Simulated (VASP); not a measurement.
These are PBEsol GGA, VASP's PBE PAW potentials (set 64) (plane waves; VASP) values and carry that method's errors.

VASP input:

**KPOINTS**
```
Automatic mesh
0
gamma
  6 6 4
```

### POSCAR
```
ZnS
1.0
  1.8892767447  -3.2723232703   0.0000000000
  1.8892767447   3.2723232703   0.0000000000
  0.0000000000   0.0000000000   6.1883127748
Zn S
2 2
Cartesian
  1.8892767447  -1.0907766050   3.0950008291
  1.8892767447   1.0907766050   0.0008444417
  1.8892767447  -1.0907766050   5.4139292363
  1.8892767447   1.0907766050   2.3197728489
```

**INCAR**
```
# general
SYSTEM  = ZnS
PREC    = Accurate
ENCUT   = 400
LREAL   = .False.   # projection in real space or not
LASPH   = .True.   # aspherical one-centre terms

# electronic loop
EDIFF   = 1E-6
NELM    = 100   # most electronic steps
ALGO    = Normal   # blocked Davidson
LMAXMIX = 4   # l cut-off of mixed one-centre charges

# smearing
ISMEAR  = 0   # Gaussian
SIGMA   = 0.05   # width (eV)

# functional
GGA     = PS

# ions
IBRION  = 2   # conjugate gradients
NSW     = 60   # most ionic steps
ISIF    = 3
EDIFFG  = -0.02   # ionic stop

# output
LWAVE   = .False.
LCHARG  = .False.
```

POTCAR, in this order: Zn S (PBE.64 set). Program: vasp_std.

Output

### OSZICAR
```
       N       E                     dE             d eps       ncg     rms          rms(c)
DAV:   1     0.206825942858E+03    0.20683E+03   -0.15223E+04   924   0.167E+03
DAV:   2     0.300150740652E+01   -0.20382E+03   -0.19937E+03   966   0.337E+02
DAV:   3    -0.155793850805E+02   -0.18581E+02   -0.18500E+02  1104   0.108E+02
DAV:   4    -0.159704860125E+02   -0.39110E+00   -0.39074E+00  1098   0.166E+01
DAV:   5    -0.159781894356E+02   -0.77034E-02   -0.77029E-02  1110   0.222E+00    0.104E+01
DAV:   6    -0.151448777353E+02    0.83331E+00   -0.22019E+00  1294   0.478E+01    0.788E+00
DAV:   7    -0.151819339474E+02   -0.37056E-01   -0.20291E+00   948   0.838E+00    0.330E+00
DAV:   8    -0.151594889896E+02    0.22445E-01   -0.97810E-02  1280   0.445E+00    0.108E+00
DAV:   9    -0.151587455772E+02    0.74341E-03   -0.25532E-02  1252   0.266E+00    0.261E-01
DAV:  10    -0.151588525454E+02   -0.10697E-03   -0.12078E-03  1114   0.423E-01    0.192E-01
DAV:  11    -0.151589703803E+02   -0.11783E-03   -0.21754E-04  1060   0.219E-01    0.662E-02
DAV:  12    -0.151589759571E+02   -0.55767E-05   -0.59760E-05  1140   0.989E-02    0.228E-02
DAV:  13    -0.151589769764E+02   -0.10193E-05   -0.36667E-06   988   0.173E-02    0.119E-02
DAV:  14    -0.151589779438E+02   -0.96744E-06   -0.16683E-06   754   0.240E-02
   1 F= -.15158978E+02 E0= -.15158978E+02  d E =-.151590E+02
       N       E                     dE             d eps       ncg     rms          rms(c)
DAV:   1    -0.151767606253E+02   -0.17784E-01   -0.25462E-01  1092   0.968E+00    0.983E-01
DAV:   2    -0.151616636257E+02    0.15097E-01   -0.62229E-02  1062   0.616E+00    0.379E-01
DAV:   3    -0.151598671215E+02    0.17965E-02   -0.26216E-03  1032   0.366E-01    0.186E-01
DAV:   4    -0.151593802430E+02    0.48688E-03   -0.29872E-04  1102   0.140E-01    0.956E-02
DAV:   5    -0.151592954539E+02    0.84789E-04   -0.72313E-05  1548   0.172E-01    0.102E-02
DAV:   6    -0.151592980938E+02   -0.26400E-05   -0.49518E-05  1026   0.819E-02    0.921E-03
DAV:   7    -0.151592990919E+02   -0.99810E-06   -0.78166E-06  1078   0.254E-02
   2 F= -.15159299E+02 E0= -.15159299E+02  d E =-.321148E-03
       N       E                     dE             d eps       ncg     rms          rms(c)
DAV:   1    -0.151614245350E+02   -0.21264E-02   -0.29091E-02  1092   0.325E+00    0.337E-01
DAV:   2    -0.151596599702E+02    0.17646E-02   -0.74552E-03  1056   0.221E+00    0.129E-01
DAV:   3    -0.151594556042E+02    0.20437E-03   -0.30822E-04   996   0.134E-01    0.627E-02
DAV:   4    -0.151594023103E+02    0.53294E-04   -0.38234E-05  1194   0.516E-02    0.343E-02
DAV:   5    -0.151593934919E+02    0.88184E-05   -0.70768E-06  1182   0.624E-02    0.408E-03
DAV:   6    -0.151593938250E+02   -0.33311E-06   -0.69625E-06   900   0.314E-02
   3 F= -.15159394E+02 E0= -.15159394E+02  d E =-.415881E-03
```

File OUTCAR:
```
------------------------ aborting loop because EDIFF is reached ----------------------------------------
  FORCE on cell =-STRESS in cart. coord.  units (eV):
  Direction    XX          YY          ZZ          XY          YZ          ZX
  --------------------------------------------------------------------------------------
  Total       -0.0268594     -0.0268594      0.0116262      0.0000000      0.0000000      0.0000000
  in kB       -0.5598895     -0.5598895      0.2423503      0.0000000      0.0000000      0.0000000
  external PRESSURE =      -0.2924762 kB  Pullay stress =       0.0000000 kB
  volume of cell :       76.86
      direct lattice vectors                 reciprocal lattice vectors
     1.891746110 -3.276600337  0.000000000     0.264306081 -0.152597189  0.000000000
     1.891746110  3.276600337  0.000000000     0.264306081  0.152597189 -0.000000000
     0.000000000  0.000000000  6.199959267     0.000000000  0.000000000  0.161291382
  FREE ENERGIE OF THE ION-ELECTRON SYSTEM (eV)
  ---------------------------------------------------
  free  energy   TOTEN  =       -15.1593938250 eV

  energy  without entropy=      -15.1593938250  energy(sigma->0) =      -15.15939382

 reached required accuracy - stopping structural energy minimisation
```
(Selected blocks of OUTCAR.)

### CONTCAR
```
ZnS
   1.00000000000000
     1.8917461103112660   -3.2766003368401009    0.0000000000000000
     1.8917461103112660    3.2766003368401009    0.0000000000000000
     0.0000000000000000    0.0000000000000000    6.1999592673938713
  Zn              S
     2     2
Direct
     0.6666669999999968    0.3333330000000032    0.5001780995723492
     0.3333330000000032    0.6666669999999968    0.0001780995723491
     0.6666669999999968    0.3333330000000032    0.8748219004276508
     0.3333330000000032    0.6666669999999968    0.3748219004276508
```

The compound is ZnS in the wurtzite structure, the high-temperature form. This run relaxes it. Symmetry was kept, so distortions that lower it aren't found. The start is the result of an earlier pass.
